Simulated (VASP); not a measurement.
Here is the system:

```cif
data_Mg2
_chemical_formula_sum 'Mg2'
_space_group_name_H-M_alt 'P 1'
_space_group_IT_number 1
_cell_length_a 3.19103
_cell_length_b 3.19103
_cell_length_c 5.09157
_cell_angle_alpha 90.000
_cell_angle_beta 90.000
_cell_angle_gamma 120.000
loop_
_space_group_symop_operation_xyz
  'x, y, z'
loop_
_atom_site_label
_atom_site_type_symbol
_atom_site_fract_x
_atom_site_fract_y
_atom_site_fract_z
_atom_site_occupancy
Mg1 Mg 0.33333 0.66667 0.25000 1
Mg2 Mg 0.66667 0.33333 0.75000 1
```

Method: PBEsol GGA, VASP's PBE PAW potentials (set 64) (plane waves; VASP). Run with 480 eV cut-off, 12×12×8 Γ-centred mesh, first-order Methfessel-Paxton smearing of 0.10 eV, potentials Mg.

Each relaxation starts from this cell; other phases were not tried.

**Question.** The cell is relaxed at 10 GPa. What happens?

**Answer.** The volume per atom goes from 22.45 to 18.68 Å³ (-16.8 %), and the cell becomes a = 3.0004 Å, b = 3.0004 Å, c = 4.7931 Å, α = 90.00°, β = 90.00°, γ = 120.00°, space group P6_3/mmc.

**Question.** The cell is relaxed at 15 GPa. What happens?

**Answer.** The volume per atom goes from 22.45 to 17.59 Å³ (-21.6 %), and the cell becomes a = 2.9398 Å, b = 2.9398 Å, c = 4.7013 Å, α = 90.00°, β = 90.00°, γ = 120.00°, space group P6_3/mmc.

Failed runs are left out, and for metals the shear rows, which the mesh's noise covers.

The compound is Mg in the hcp structure.
